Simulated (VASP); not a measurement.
Data:

```
CELL_PARAMETERS angstrom
      4.01356     0.00000     0.00000
     -2.00678     3.47585     0.00000
      0.00000     0.00000    17.26327
ATOMIC_POSITIONS crystal
  Pt 0.00000 0.00000 0.50000
  Te 0.33333 0.66667 0.59452
  Te 0.66667 0.33333 0.40548
```

Calculation: PBE GGA, VASP's PBE PAW potentials (set 64) (plane waves; VASP). Settings: 300 eV cut-off, 8×8×1 Γ-centred mesh, Fermi-Dirac smearing of 0.10 eV, potentials Pt Te.

The cell holds a wide vacuum, so values per volume refer to the whole cell. Unless said otherwise, spin-orbit coupling is left out, though it shifts the bands of the heavy elements here.

Give the energies of bands 3 to 14 at the high-symmetry points, in eV from the valence-band maximum.

| band | Γ | M | K |
|---|---|---|---|
| 3 | -4.93 | -5.60 | -5.04 |
| 4 | -4.21 | -4.15 | -4.42 |
| 5 | -4.21 | -3.90 | -4.42 |
| 6 | -2.96 | -3.86 | -3.48 |
| 7 | -2.96 | -2.85 | -3.48 |
| 8 | -2.33 | -2.50 | -2.73 |
| 9 | -1.32 | -2.29 | -2.65 |
| 10 | 0.00 | -1.98 | -1.61 |
| 11 | 0.00 | -1.55 | -1.61 |
| 12 | 1.71 | 0.98 | 0.48 |
| 13 | 1.71 | 1.30 | 0.48 |
| 14 | 3.21 | 2.52 | 3.25 |

The gap is indirect, 0.11 eV, from the valence maximum at Γ to the conduction minimum at K-Γ at 0.26.

The cell is a sheet with vacuum, built from a generated structure.
